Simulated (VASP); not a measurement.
Input of a VASP 6.6.1 run:

File INCAR:

```
SYSTEM = NaLaMnMoO6
PREC     = Accurate       ! precision mode
ENCUT    = 600            ! plane-wave cutoff, eV
EDIFF    = 1E-6           ! SCF threshold, eV
ISMEAR   = -1             ! smearing method
SIGMA    = 0.05           ! smearing width, eV
LREAL    = .FALSE.        ! projectors in reciprocal space
LASPH    = .TRUE.         ! aspherical terms in the spheres
NELM     = 100            ! most SCF steps
ALGO     = Fast           ! electronic algorithm
ISIF     = 3              ! what is computed and relaxed
LWAVE    = .FALSE.        ! write WAVECAR
LCHARG   = .FALSE.        ! write CHGCAR
ISPIN    = 2              ! spin polarisation
MAGMOM   = 0 0 4 1 0 0 0 0 0 0 ! initial moments
LORBIT   = 11             ! projections on sites
LMAXMIX  = 6              ! l up to which the mixer works
GGA      = PE             ! functional
LUSE_VDW = .TRUE.       
IVDW_NL  = 2            
BPARAM   = 10.0         
CPARAM   = 0.0093       
IBRION   = 2              ! ionic algorithm
NSW      = 60             ! ionic steps
EDIFFG   = -0.01          ! ionic threshold
KPAR     = 4
```

Contents of KPOINTS:

```
regular mesh
0
G
  6 6 6
  0 0 0
```

File POSCAR:

```
NaLaMnMoO6
1.0
    4.7224200000     -2.7368800000      0.0020400000
    4.7224200000      2.7368800000      0.0020400000
   -3.1779600000      0.0000000000      4.4700000000
Na La Mn Mo O
1 1 1 1 6
Direct
    0.2502100000      0.2502100000      0.7445900000
    0.7511700000      0.7511700000      0.2570700000
    0.4991800000      0.4991800000      0.4991700000
    0.0011000000      0.0011000000      0.0011400000
    0.2850300000      0.7810600000      0.2852000000
    0.7810600000      0.2850300000      0.2852000000
    0.2518700000      0.2518700000      0.1877500000
    0.7477700000      0.7477700000      0.8112400000
    0.2188300000      0.7140700000      0.7152500000
    0.7140700000      0.2188300000      0.7152500000
```

Potentials or basis: VASP PAW PBE potentials, release 64 (Na_pv, La, Mn_pv, Mo_sv, O).

Command:

```console
$ cat potpaw_PBE.64/Na_pv/POTCAR potpaw_PBE.64/La/POTCAR potpaw_PBE.64/Mn_pv/POTCAR potpaw_PBE.64/Mo_sv/POTCAR potpaw_PBE.64/O/POTCAR > POTCAR
$ mpirun -np 4 vasp_std > vasp.out
```

(1) What does it give for the band gap on the k mesh?

(2) What does it give for the site moments?

(3) Estimate the relaxed volume.

(4) Estimate the space group after relaxing (to 0.05 Å).

## Answers

(1) none (metal or under the smearing width).

(2) Na +0.00; La -0.01; Mn +2.49; Mo -0.55; O +0.01 μB.

(3) 11.47 Å³/atom.

(4) Cm (No. 8).

Caveat: a cell with one magnetic atom can't hold antiferromagnetic order, which such compounds often take; semilocal functionals often make such compounds metallic where correlation or magnetic order opens a gap, which also shifts bond lengths; pairwise dispersion overbinds metals, which lowers pressure and volume.
